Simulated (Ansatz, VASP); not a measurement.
# Cross-check of O between VASP and Ansatz

Wanted: the spread between two codes on one cell, functional and k mesh. The cell is taken from a series of runs on this material, whose earlier steps may have relaxed, scaled, displaced or heated it; both programs get it as it stands.

Calculated with Ansatz 0.2.0; plane waves, with VASP 6.6.1 beside it; relaxation of cell and atoms at PBEsol and zone-centre phonons at PBEsol.

### Step 1. The starting structure

Symmetry: Fd-3m, No. 227, cubic system. Conventional cell: a = 4.339 Å, b = 4.339 Å, c = 4.339 Å, α = 90.00°, β = 90.00°, γ = 90.00°. O has 4 O at 1.88 Å nearest.

Coordinates:

```cif
data_structure
_symmetry_space_group_name_H-M 'Fd-3m:1'
_symmetry_Int_Tables_number 227
_cell_length_a 4.3389
_cell_length_b 4.3389
_cell_length_c 4.3389
_cell_angle_alpha 90.000
_cell_angle_beta 90.000
_cell_angle_gamma 90.000
_cell_volume 81.69
loop_
_atom_site_label
_atom_site_type_symbol
_atom_site_symmetry_multiplicity
_atom_site_Wyckoff_symbol
_atom_site_fract_x
_atom_site_fract_y
_atom_site_fract_z
_atom_site_occupancy
O1 O 8 b 0.25000 0.75000 0.25000 1
```

### Step 2. VASP: relaxation of cell and atoms, PBEsol

The relaxed volume is the usual yardstick between codes: in a stiff, nearly cubic crystal its relative difference is about their pressure difference at one cell divided by the bulk modulus.

Lines of VASP's logs that name or quote its potential files are left out, and so is its time.

Contents of INCAR:

```
SYSTEM = O
PREC = Accurate
ENCUT = 600
EDIFF = 1E-07
NELM = 120
ISMEAR = 1
SIGMA = 0.15
LREAL = .FALSE.
ALGO = Normal
GGA = PS
NBANDS = 12
LORBIT = 11
LWAVE = .FALSE.
LCHARG = .FALSE.
ISIF = 3
IBRION = 2
NSW = 80
EDIFFG = -0.005
LASPH = .TRUE.
GGA_COMPAT = .FALSE.
NELMIN = 4
KPAR = 2
```

Contents of POSCAR:

```
O
1.0
    0.0000000000      2.1694670000      2.1694670000
    2.1694670000      0.0000000000      2.1694670000
    2.1694670000      2.1694670000      0.0000000000
O
2
Direct
    0.2499998848      0.2499998848      0.2499998848
    0.0000000000      0.0000000000      0.0000000000
```

Contents of KPOINTS:

```
Automatic mesh
0
Gamma
16 16 16
0 0 0
```

PAW data sets: O (PBE family, release 64).

Command:

```sh
$ mpirun -np 2 vasp_std
```

Numbers of over 12 decimals in the logs are rounded to 6 here.

The log of the run:

```text
[banner, memory and clock lines left out]
running    2 mpi-ranks, on    1 nodes
 distrk:  each k-point on    1 cores,    2 groups
 distr:  one band on    1 cores,    1 groups

 POSCAR found type information on POSCAR O
 POSCAR found :  1 types and       2 ions
|                                                                             |
|               ----> ADVICE to this user running VASP <----                  |
|                                                                             |
|     You enforced a specific xc type in the INCAR file but a different       |
|     [... a line on the potential file left out ...]
|     I HOPE YOU KNOW WHAT YOU ARE DOING!                                     |
|                                                                             |

 LDA part: xc-table for (Slater+PW92), standard interpolation
 POSCAR, INCAR and KPOINTS ok, starting setup
 FFT: planning ... GRIDC
 FFT: planning ... GRID_SOFT
 FFT: planning ... GRID
 WAVECAR not read
 entering main loop
       N       E                     dE             d eps       ncg     rms          rms(c)
DAV:   1     0.408522072579E+02    0.40852E+02   -0.72362E+03  3488   0.106E+03
DAV:   2    -0.542917413473E+01   -0.46281E+02   -0.43951E+02  4360   0.202E+02
DAV:   3    -0.676064424692E+01   -0.13315E+01   -0.13175E+01  3960   0.319E+01
DAV:   4    -0.676428503789E+01   -0.36408E-02   -0.36406E-02  3680   0.203E+00
DAV:   5    -0.676429731603E+01   -0.12278E-04   -0.12278E-04  3928   0.110E-01    0.763E-01
DAV:   6    -0.676186114824E+01    0.24362E-02   -0.52949E-03  3592   0.733E-01    0.409E-01
DAV:   7    -0.676219098954E+01   -0.32984E-03   -0.18995E-03  3680   0.476E-01    0.121E-01
DAV:   8    -0.676228568792E+01   -0.94698E-04   -0.18017E-04  3648   0.123E-01    0.101E-02
DAV:   9    -0.676229351729E+01   -0.78294E-05   -0.56442E-06  3568   0.195E-02    0.347E-03
DAV:  10    -0.676229418338E+01   -0.66609E-06   -0.86302E-07  3560   0.830E-03    0.716E-04
DAV:  11    -0.676229416770E+01    0.15678E-07   -0.22647E-08  2744   0.155E-03
   1 F= -.67622942E+01 E0= -.67623795E+01  d E =-.676229E+01
 curvature:   0.00 expect dE= 0.000E+00 dE for cont linesearch  0.000E+00
 trial: gam= 0.00000 g(F)=  0.269E-40 g(S)=  0.625E-04 ort = 0.000E+00 (trialstep = 0.100E+01)
 search vector abs. value=  0.625E-04
 bond charge predicted
       N       E                     dE             d eps       ncg     rms          rms(c)
DAV:   1    -0.676259221345E+01   -0.29803E-03   -0.61539E-03  3480   0.798E-01    0.118E-01
DAV:   2    -0.676234760209E+01    0.24461E-03   -0.34916E-04  3488   0.173E-01    0.418E-02
DAV:   3    -0.676231725622E+01    0.30346E-04   -0.97749E-05  3484   0.924E-02    0.360E-03
DAV:   4    -0.676231719036E+01    0.65855E-07   -0.69656E-07  3616   0.958E-03
   2 F= -.67623172E+01 E0= -.67624011E+01  d E =-.230227E-04
 trial-energy change:   -0.000023  1 .order   -0.000025   -0.000062    0.000013
 step:   0.8084(harm=  0.8320)  dis= 0.00000  next Energy=    -6.762318 (dE=-0.242E-04)
 reached required accuracy - stopping structural energy minimisation
```

Parts of OUTCAR (step 2):

```text
ion  position               nearest neighbor table
   1  0.250  0.250  0.250-   2 1.88   2 1.88   2 1.88   2 1.88
   2  0.000  0.000  0.000-   1 1.88   1 1.88   1 1.88   1 1.88

  LATTYP: Found a face centered cubic cell.
 ALAT       =     4.3389340000

 Subroutine GETGRP returns: Found 48 space group operations
 (whereof 24 operations were pure point group operations)

The static configuration has the point symmetry T_d .
 The point group associated with its full space group is O_h .

 Found    145 irreducible k-points:

   k-points           NKPTS =    145   k-points in BZ     NKDIM =    145   number of bands    NBANDS=     12

   dimension x,y,z NGX =    28 NGY =   28 NGZ =   28
   dimension x,y,z NGXF=    56 NGYF=   56 NGZF=   56

   ENCUT  =  600.0 eV  44.10 Ry    6.64 a.u.   6.13  6.13  6.13*2*pi/ulx,y,z

   NELECT =      12.0000    total number of electrons

 k-points in reciprocal lattice and weights: Automatic mesh
   0.00000000  0.00000000  0.00000000       0.000
   0.06250000  0.00000000  0.00000000       0.002
   0.12500000  0.00000000  0.00000000       0.002
   0.18750000  0.00000000  0.00000000       0.002
   0.25000000  0.00000000  0.00000000       0.002
   0.31250000  0.00000000  0.00000000       0.002
   0.37500000  0.00000000  0.00000000       0.002
   0.43750000  0.00000000  0.00000000       0.002
   0.50000000  0.00000000  0.00000000       0.001
[...]
-0.31250000  0.50000000  0.18750000       0.003
  -0.25000000  0.50000000  0.25000000       0.001

 average (electrostatic) potential at core
       1 -76.2070       2 -76.2070

 E-fermi :   0.8662

 k-point     1 :       0.0000    0.0000    0.0000
  band No.  band energies     occupation
    ...
      4      -3.1251      2.00000
      5      -3.1251      2.00000
      6       0.1617      2.00000
      7       0.1617      2.00000
      8       0.1618      2.00000
      9      10.5679      0.00000
     10      24.5301      0.00000
     11      24.5301      0.00000
     12      24.5301      0.00000

 k-point     2 :       0.0625    0.0000    0.0000
  band No.  band energies     occupation
    ...
      4      -3.1765      2.00000
      5      -3.1645      2.00000
      6       0.2084      2.00000
      7       0.2214      2.00000
      8       0.2214      2.00000
      9      10.7020      0.00000
     10      23.6284      0.00000
     11      23.6284      0.00000
     12      23.8976      0.00000

 k-point     3 :       0.1250    0.0000    0.0000
  band No.  band energies     occupation
    ...
      4      -3.3138      2.00000
      5      -3.2883      2.00000
      6       0.3625      2.00002
      7       0.3806      2.00005
      8       0.3806      2.00005
      9      11.0724      0.00000
     10      22.6839      0.00000
     11      22.7222      0.00000
     12      22.7222      0.00000

  Total        0.0059343      0.0059343      0.0059343      0.0000000      0.0000000     -0.0000000
  in kB        0.4665685      0.4665685      0.4665685      0.0000000      0.0000000     -0.0000000
  external PRESSURE =       0.4665685 kB  Pullay stress =       0.0000000 kB

  energy-cutoff  :      600.00
  volume of cell :       20.38
      direct lattice vectors                 reciprocal lattice vectors
    -0.000000000  2.167929352  2.167929352    -0.230634822  0.230634822  0.230634822
     2.167929352 -0.000000000  2.167929352     0.230634822 -0.230634822  0.230634822
     2.167929352  2.167929352  0.000000000     0.230634822  0.230634822 -0.230634822

 POSITION                                       TOTAL-FORCE (eV/Angst)
 -----------------------------------------------------------------------------------
      1.08396      1.08396      1.08396         0.000000      0.000000     -0.000000
      4.33586      2.16793      2.16793        -0.000000     -0.000000      0.000000
 -----------------------------------------------------------------------------------
    total drift:                                0.000590      0.000590      0.000590

  FREE ENERGIE OF THE ION-ELECTRON SYSTEM (eV)
  ---------------------------------------------------
  free  energy   TOTEN  =        -6.7623171904 eV

  energy  without entropy=       -6.7625690567  energy(sigma->0) =       -6.76240115

 reached required accuracy - stopping structural energy minimisation

 total charge
# of ion       s       p       d       tot
------------------------------------------
    1        1.676   2.915   0.000   4.590
    2        1.676   2.915   0.000   4.590
--------------------------------------------------
tot          3.351   5.829   0.000   9.180

[... 3 further parts left out ...]
```

CONTCAR:

```
O
   1.00000000000000
    -0.0000000000000000    2.1679293521228806    2.1679293521228806
     2.1679293521228806   -0.0000000000000000    2.1679293521228806
     2.1679293521228806    2.1679293521228806    0.0000000000000000
  O
     2
Direct
     0.2499998847999976    0.2499998847999976    0.2499998847999976
     0.0000000000000000    1.0000000000000000    1.0000000000000000
```

### Step 3. Ansatz: relaxation of cell and atoms, PBEsol

Ansatz runs on its default PAW (the set named soft_2) files.

The same cell, functional, mesh and smearing now go to Ansatz, which takes its cutoff from its data sets.

Contents of input.yaml:

```yaml
crystal:
  lattice:
    - [0.0, 2.1694669966, 2.1694669966]
    - [2.1694669966, 0.0, 2.1694669966]
    - [2.1694669966, 2.1694669966, 0.0]
  atoms:
    - { symbol: O, position: [0.25, 0.25, 0.25] }
    - { symbol: O, position: [0.0, 0.0, 0.0] }
kpoints:
  mp_grid: { grid: [16, 16, 16] }
hamiltonian:
  xc: pbesol
scf:
  occupations: { method: methfessel_paxton, width: 0.15 }
output:
  forces: true
  stress: true
  eigenvalues: true
relax:
  adjacent_minimum: "off"
  f_tol: 0.001
  max_steps: 60
  cell: { stress_tol: 0.01 }
```

Command:

```sh
$ ansatz run input.yaml --threads 4 --pin off --max-ram 7168MiB --backend cpu --events-out ev --progress --plain --runs-dir out
```

The log of the run:

```text
Engine: ansatz 0.2.0, aarch64-unknown-linux-gnu
Pseudopotentials: kind: paw
Pseudopotential: O, paw, valence charge 6, recommended cutoff 420 eV (normal), O.paw.azcp
Functional definition: PBEsol
  exchange = pbesol_x
  correlation = pbesol_c
Crystal: 2 atoms, lattice volume = 20.422 Å³
Basis set: ecut = 420 eV, 411 PW (Γ), exchange–correlation on 48×48×48 points (8 copies of the dense FFT grid, shifted against one another)
Bands: 10, of which v1, the nominal top of the filled ones, is band 6 counted from 1 (5 counted from 0)
Symmetry: 48 space group operations
Space group: Fd-3m (ITA 227), of the structure as read, at distance tolerance 2.7e-5 Å
k-points: 145 of 4096
Non-local potential: O, projectors of the file, l = 0: 2, l = 1: 2, l = 2: 1
PAW form: soft (Blöchl's): semilocal exchange-correlation on the pseudo side does not see the compensation charge
PAW frozen core: O, regenerated for the run's functional, and the local potential with it (the file was generated under x = pbe(κ = 0.804, μ = 0.219515), c = pbe(β = 0.066725))
PAW one-centre angular grid: O, 110 points (default); XC on 64 Gauss nodes
Initial density: superposition of atomic densities (neutral atoms: chi_scale 0, normalization atom), corrected by the library's trained network
Initial wavefunctions: pseudopotential atomic-orbital guess
Functional: x = pbesol(κ = 0.804, μ = 0.123457), c = pbesol(β = 0.046)
SCF iter   1: F=—  HF=-1112.867257 eV  |F-HF|=—  |Δ(HF+E_count)|=         —  Δρ=7.78e-3  dr2=6.26e-3  ethr=1.77e-3  ⟨swp⟩=4.9  Hψ=8111  notcnv=0
preconditioner: auto → LDOS  [metal: Δε(μ)=0.018 eV  Ē_g=16.055 eV  σ=0.150 eV  W_gap=0.10  n_scr=0 (ndim 8)  ℏωp=28.5 eV  f_vac=0.020  D(μ)=1.36/eV (n_scr^D=14)  β→1.0]
SCF iter   2: F=—  HF=-1112.865301 eV  |F-HF|=—  |Δ(HF+E_count)|=   1.96e-3  S|Δr|=    0.00e0  Δρ=2.45e-3  dr2=3.66e-4  ethr=5.21e-5  ⟨swp⟩=2.3  Hψ=3834  notcnv=0
SCF iter   3: F=—  HF=-1112.865417 eV  |F-HF|=—  |Δ(HF+E_count)|=   1.16e-4  S|Δr|=    0.00e0  Δρ=2.07e-4  dr2=3.80e-6  ethr=3.05e-6  ⟨swp⟩=2.0  Hψ=2322  notcnv=0
SCF iter   4: F=—  HF=-1112.865407 eV  |F-HF|=—  |Δ(HF+E_count)|=   1.03e-5  S|Δr|=    0.00e0  Δρ=1.33e-5  dr2=1.58e-8  ethr=8.33e-10  ⟨swp⟩=6.1  Hψ=7333  notcnv=0
SCF iter   5: F=-1112.865407 eV  HF=-1112.865407 eV  |F-HF|=7.30e-11  |Δ(HF+E_count)|=   9.99e-8  S|Δr|=    0.00e0  Δρ=6.83e-7  dr2=9.20e-11  ethr=1.31e-10  ⟨swp⟩=1.0  Hψ=4373  notcnv=0
SCF 1 converged in 5 iterations: F = -1112.865407 eV  dr2 = 9.20e-11
  greatest PAW one-centre occupation: 0.911 electrons in one spin orbital (limit 2), on the O atom at site 1 (counted from 0), in its partial waves of l = 0
relax step   1: F+E_penalty+E_count = -1112.86540725 eV  Δ(F+E_penalty+E_count) = +0.000e0 eV  max|allowed force component| = 9.252e-18 eV/Å  Δτ_max = 0.0000 Å  P = -0.015 GPa  Ω = 20.422 Å³  (5 SCF iters, dr2 threshold 1.00e-7 eV, accepted)
[...]
relax step   2: F+E_penalty+E_count = -1112.86541958 eV  Δ(F+E_penalty+E_count) = -1.233e-5 eV  max|allowed force component| = 2.683e-16 eV/Å  Δτ_max = 0.0000 Å  P = -0.003 GPa  Ω = 20.420 Å³  energy of the carried Pulay correction = +1.223e-5 eV  (2 SCF iters, dr2 threshold 5.51e-10 eV, accepted)
[...]
relax step   3: F+E_penalty+E_count = -1112.86541958 eV  Δ(F+E_penalty+E_count) = -5.411e-11 eV  max|allowed force component| = 2.683e-16 eV/Å  Δτ_max = 0.0000 Å  P = -0.004 GPa  Ω = 20.420 Å³  stress off target by 3.72e-3 GPa  SCF on the basis re-selected at this cell (its energy is not comparable with the rows above)  (3 SCF iters)
basis re-selected at this cell: Δ(F+E_penalty+E_count) = -5.411e-11 eV, ΔP = -0.001 GPa vs the last step (what re-selecting the basis moved, of the pressure what is left beyond the Pulay correction that the steps carried, after the strain that the cell walked since its last selection, with what the two solves' SCF thresholds leave and, on support functions, any second-order correction that the steps lacked; it is no  [...]
SCF converged after 3 iterations
Stability not checked: this state was not tested for a lower state beside it, because cold or Methfessel-Paxton smearing, or corrected tetrahedra, fill the levels in a way that the test cannot read (fill_not_monotonic; see scf.lower_state_search)
Free energy (F): -1112.865420 eV
Harris-Foulkes:  -1112.865420 eV  (|F-HF|=1.14e-12)
Internal energy: -1112.865674 eV  (E = F + TS)
E sigma→0 (E₀):  -1112.865483 eV
Entropy (-TS):   0.000255 eV (0.127 meV/atom)
Fermi energy:    3.124608 eV
--- Per-component energies (eV) ---
  E_band       = -65.425028
  E_kinetic    = 333.559634
  E_local      = -668.718015  (includes V_loc(G=0)·N_el)
  E_nonlocal   = 96.814800
  E_hartree    = 209.439671
  E_xc         = -141.419869
  E_vxc        = -181.189077  (∫ρ·V_xc dr)
  E_paw        = -299.019747  (= ΣΔE_a)
  E_vpaw       = -64.775755  (= ΣTr[D̂ρ^β])
  E_aug_tail   = 0.004045  (compensation charges beyond the density's cutoff)
  E_ewald      = -643.596769
  E_core_change = 0.070576  (= ΣΔE_core)
  E_smearing   = 0.000255  (= −TS)
  E_closure    = -0.000000  (closes the sum)
  Σ components = -1112.865420   (vs F -1112.865420, Δ=0.00e0)
--- Forces (eV/Å), atoms counted from 1 ---
  atom   1  O     -0.00000000    -0.00000000    -0.00000000
  atom   2  O      0.00000000     0.00000000     0.00000000
  max |Σ_I F_I| component: 5.55e-17 eV/Å
--- Stress (GPa, compression-positive) ---
       -0.003716      -0.000000      -0.000000
       -0.000000      -0.003716      -0.000000
       -0.000000      -0.000000      -0.003716
  P = ⅓ Tr σ = -0.0037 GPa (-0.037 kbar)
--- Band table (eV; the first three rows and the last of 145) ---
  k-point 0: bands = ["-18.6793", "-10.1792", "-0.8558", "-0.8558", "-0.8558", "2.4247", "2.4247", "2.4247", "12.8221", "26.7660"]
  k-point 1: bands = ["-18.6309", "-10.2761", "-0.9070", "-0.9070", "-0.8945", "2.4711", "2.4841", "2.4841", "12.9559", "25.8760"]
  k-point 2: bands = ["-18.4879", "-10.5542", "-1.0433", "-1.0433", "-1.0180", "2.6258", "2.6432", "2.6432", "13.3261", "24.9248"]
  k-point 144: bands = ["-15.0430", "-15.0430", "-3.3861", "-3.3861", "1.6441", "1.6441", "4.6379", "4.6379", "16.4772", "16.4772"]
--- Relaxed structure (2 steps of the walk, 2 accepted, 1 SCFs on fresh bases) ---
  F+E_penalty+E_count = -1112.86541958 eV   max|allowed force component| = 2.683e-16 eV/Å   (the final SCF, on the basis selected at the relaxed cell)
  cell:  # Å, volume = 20.4199 Å³
    - [0, 2.169408, 2.169408]
    - [2.169408, 0, 2.169408]
    - [2.169408, 2.169408, 0]
  atoms:
    - { symbol: O, position: [0.25, 0.25, 0.25] }
    - { symbol: O, position: [0, 0, 0] }
```

Reading the cycles: dr2 is the Hartree energy of the density residual (eV), the measure of convergence; HF is the Harris–Foulkes estimate of the energy, which meets the free energy F at convergence.

### Step 4. Side by side

Known differences besides the potentials themselves: the cutoff is 420 eV in Ansatz and 600 eV in VASP; Ansatz makes its cores anew for this functional, VASP keeps those of its PBE data sets; Ansatz adds a Pulay correction to the stress that steers its cell, VASP none. Total energies have different zeros and are not compared.

Both answers:

| quantity | Ansatz | VASP | difference |
| --- | --- | --- | --- |
| volume (Å³) | 20.42 | 20.38 | +0.20 % |
| edge a after relaxation, in the typed setting (Å) | 3.068 | 3.066 | +0.07 % |

(Continued in part 2 of 2.)

[Lines on the potential files, build, host, timing and source positions are cut from VASP's logs without a mark.]

[Logs are printed without paths, hosts, clocks, repeated set-up lines and the standing remarks that a program may print on its own settings, such as how far it seeks lower states.]

[Hosts, paths, dates, database ids (printed as entryN), source tags and the programs' standing remarks are cut or masked in the printed files.]
